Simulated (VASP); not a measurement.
Input:

```xyz
2
Lattice="0.0000 3.2500 3.2500 3.2500 0.0000 3.2500 3.2500 3.2500 0.0000" Properties=species:S:1:pos:R:3 pbc="T T T"
Ag     0.0000     0.0000     0.0000
I      1.6250     1.6250     1.6250
```

These are PBE GGA with D3 dispersion (zero damping), VASP's PBE PAW potentials (set 64) (plane waves; VASP) values and carry that method's errors. Numerical set-up: 520 eV cut-off, 6×6×6 Γ-centred mesh, Gaussian smearing of 0.050 eV, potentials Ag I.

Unless said otherwise, spin-orbit coupling is left out, though it shifts the bands of the heavy elements here.

Problem. What does the run give for the energy per atom (σ→0), band gap (on the k-mesh) with the smallest direct gap where there is one?

Solution. 
| Quantity | Value |
|---|---|
| band gap (on the k-mesh) | 1.34 eV |
| smallest direct gap (on the k-mesh) | 1.34 eV |
| energy per atom (σ→0) | -256.2 kJ/mol-atom |

The compound is AgI in the zinc blende structure, whereas wurtzite is the usual form. The cell was not relaxed at this level.
